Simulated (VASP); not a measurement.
```
ZnS
1.0
    0.00000     2.75910     2.75910
    2.75910     0.00000     2.75910
    2.75910     2.75910     0.00000
Zn S
1 1
Direct
  0.00000   0.00000   0.00000
  0.25000   0.25000   0.25000
```

The base run (VASP): PBE GGA, plane waves, VASP's PBE PAW potentials (set 64). Numerical set-up: 400 eV cut-off, 8×8×8 Γ-centred mesh, Gaussian smearing of 0.050 eV, potentials Zn S.

One setting is varied; ΔE counts from the most expensive setting. The base run took about 9 core-seconds. Times come from single runs on busy shared machines, so they are rough: good to a factor of about 2.

The base run's pressure lies -0.24 GPa from that at 800 eV (Pulay error).

```
setting                                                  cost over the base run  electronic steps  ΔE (meV/atom)  pressure (GPa)
-------------------------------------------------------  ----------------------  ----------------  -------------  --------------
KGAMMA = .TRUE., KSPACING = 0.8, KPOINTS file removed                 about 1/3                12          100.5           -1.71
KGAMMA = .TRUE., KSPACING = 0.4, KPOINTS file removed                 about 1/2                13            5.2           -2.63
KGAMMA = .FALSE., KSPACING = 0.35, KPOINTS file removed    within a factor of 2                13            0.0           -2.69
base run                                                              reference                13            0.2           -2.69
KGAMMA = .TRUE., KSPACING = 0.2, KPOINTS file removed      within a factor of 2                13            0.0           -2.69
KGAMMA = .TRUE., KSPACING = 0.16, KPOINTS file removed            about 2 times                13            0.0           -2.69
```

Left out are runs that failed, have no time on record or changed the cell.

The compound is ZnS in the zinc blende structure. The cell was not relaxed at this level.
